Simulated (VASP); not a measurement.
Energy against volume of Na₂S (antifluorite). These are RPBE GGA, VASP's PBE PAW potentials (set 64) (plane waves; VASP) values and carry that method's errors. Run with 520 eV cut-off, 6×6×6 Γ-centred mesh, Gaussian smearing of 0.050 eV, potentials Na_pv S.

```
V (Å³/atom)  E (eV/atom)
-----------  -----------
24.076          -3.14250
24.821          -3.14445
25.565          -3.14284
26.310          -3.13817
```

Fit these four points and predict the energy of the run at 23.331 Å³/atom.

A cubic in V^(−2/3), the third-order Birch-Murnaghan form, passes through the four points with V0 = 24.84 Å³/atom and B0 = 25 GPa, and gives -3.1364 eV/atom there. The run gave -3.1364 eV/atom, +0.0 meV/atom from the fit; all five points give B0 = 25 GPa.

The compound is Na2S in the antifluorite structure. It was relaxed first, which changed the volume by +7 %.
